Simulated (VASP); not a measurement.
Runs of VASP 6.6.1 on Mg2C. The structure is trigonal, space group P-3m1 (No. 164). Conventional cell: a = 4.482 Å, b = 4.482 Å, c = 3.135 Å, α = 90.00°, β = 90.00°, γ = 120.00°. Around Mg (site symmetry 3m) lie 3 Mg at 2.61 Å and 3 C at 2.94 Å. C (site symmetry -3m) is surrounded by 12 Mg at 2.94 to 3.11 Å and 2 C at 3.13 Å. The cell was built by a generator and needn't be a form met in nature.

| task | level | potentials or basis | cell | cutoff (eV) | smearing | gap on the mesh (eV) | pressure (GPa) | relaxed volume (Å³/atom) | largest force (eV/Å) |
| --- | --- | --- | --- | --- | --- | --- | --- | --- | --- |
| single point | PBE | VASP PAW PBE potentials, release 64 (Mg, C) | as given | 520 | fermi-dirac 0.05 eV | none | -5.8 | - | 0.78 |
| relaxation of cell and atoms | PBEsol | VASP PAW PBE potentials, release 64 (Mg, C) | relaxed | 600 | gaussian 0.05 eV | none | 0.0 | 16.41 | - |
| relaxation of cell and atoms | PBE | VASP PAW PBE potentials, release 64 (Mg, C) | relaxed | 600 | gaussian 0.05 eV | none | 0.0 | (a) | 0.01 |
| density of states | PW91 | VASP PAW PBE potentials, release 64 (Mg, C_h) | as given | 900 | tetrahedron | none | -5.8 | - | 0.78 |

Alike in all rows: no spin polarisation; k mesh 7 × 7 × 9.

Question: Estimate the missing entries.

Answer: (a) 16.82.

Caveats: the PAW data sets were made with another functional, which shifts forces and pressure a little (some runs); the cutoff is under 1.25 times the usual one of these potentials, so pressure, stress and relaxed cells hold a basis-set (Pulay) error (some runs); tetrahedron occupations give inexact forces and stress in metals (some runs).

A gap of «none» marks a metal or a gap under the smearing width.
